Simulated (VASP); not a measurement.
Calculation: PBEsol GGA, VASP's PBE PAW potentials (set 64) (plane waves; VASP).

VASP ran on this input.

POSCAR:
```
GaN
1
   -0.0000000000     2.2481860463     2.2481860463
    2.2481860463    -0.0000000000     2.2481860463
    2.2481860463     2.2481860463     0.0000000000
Ga N
1 1
Direct
  0.0000000000   0.0000000000   0.0000000000
  0.2500000000   0.2500000000   0.2500000000
```

File KPOINTS:
```
Automatic
0
Gamma
  9 9 9
0 0 0
```

INCAR:
```
ISMEAR  =  0
ALGO  =  Normal   ! blocked Davidson
IBRION  =  2   ! conjugate gradients
LWAVE  =  .FALSE.
ENCUT  =  520
LREAL  =  .FALSE.   ! projection in real space or not
SYSTEM  =  GaN
EDIFFG  =  -0.01   ! ionic stop
LMAXMIX  =  4
NELM  =  100   ! most electronic steps
PREC  =  Accurate
NSW  =  60
LCHARG  =  .FALSE.
EDIFF  =  1E-6
SIGMA  =  0.05   ! width (eV)
GGA  =  PS   ! PBEsol
ISIF  =  3   ! ions, shape and volume
LASPH  =  .TRUE.
```

POTCAR, in this order: Ga_d N (PBE.64 set). Program: vasp_std.

### Question
Estimate the energy per atom (σ→0), band gap (on the k-mesh).

### Answer

| Item | Result |
|---|---|
| energy per atom (σ→0) | -6.561 eV/atom |
| band gap (on the k-mesh) | 1.73 eV |

**OSZICAR**
```
...
DAV:   7    -0.131435099957E+02    0.99257E-02   -0.30610E-01   910   0.710E+00    0.171E+00
DAV:   8    -0.131264295408E+02    0.17080E-01   -0.63121E-02  1085   0.354E+00    0.706E-01
DAV:   9    -0.131223169777E+02    0.41126E-02   -0.18001E-02  1374   0.322E+00    0.166E-01
DAV:  10    -0.131224339385E+02   -0.11696E-03   -0.15842E-03  1117   0.664E-01    0.742E-02
DAV:  11    -0.131223960608E+02    0.37878E-04   -0.18998E-04  1357   0.267E-01    0.815E-03
DAV:  12    -0.131223982533E+02   -0.21924E-05   -0.15601E-05  1015   0.546E-02    0.366E-03
DAV:  13    -0.131223981493E+02    0.10401E-06   -0.53493E-07   500   0.792E-03
   1 F= -.13122398E+02 E0= -.13122398E+02  d E =-.131224E+02
```

The structure was generated: GaN was put into the zinc blende type (F-43m), which need not be its known phase. It was relaxed first. The start is the result of an earlier pass.
